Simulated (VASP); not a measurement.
Crystal: NaTaO2.

```
Na Ta O
1.0
     1.55718    0.89904    5.65317
    -1.55718    0.89904    5.65317
     0.00000   -1.79808    5.65317
Na Ta O
1 1 2
Direct
  0.50000 0.50000 0.50000
  0.00000 0.00000 0.00000
  0.26670 0.26670 0.26670
  0.73330 0.73330 0.73330
```

The cell comes from a database or a generator and needn't be the stable form of this composition.

Base run:

| Item | Value |
| --- | --- |
| Program | VASP 6.6.1 |
| Functional | r2SCAN |
| Potentials or basis | VASP PAW PBE potentials, release 64 (Na_pv, Ta_pv, O) |
| Cutoff | 520 eV |
| k mesh | 7 × 7 × 7 |
| Occupations | gaussian, width 0.05 eV |
| Spin | collinear spin, random start |
| Starting moments | [0.03, 0.0, 0.0, 0.0] μB |
| Hubbard terms | Ta d U = 5 eV |

Its results: band gap on the k mesh none (metal or under the smearing width); pressure 7.6 GPa; net moment 0.00 μB per cell; largest force 2.574 eV/Å.

Q: The run is repeated on the same cell with these changes: spin from collinear spin, random start to collinear spin, zero start; moments at the start from [0.03, 0.0, 0.0, 0.0] to [0.0, 0.0, 0.0, 0.0]. What comes out?

A: Band gap on the k mesh none (metal or under the smearing width); pressure 7.7 GPa; net moment -0.19 μB per cell; site moments Na +0.00; Ta -0.16; O +0.00 μB; largest force 2.613 eV/Å.

Caveats: the PAW data sets were made with another functional, which shifts forces and pressure a little.

Not every run made on this cell is shown here.
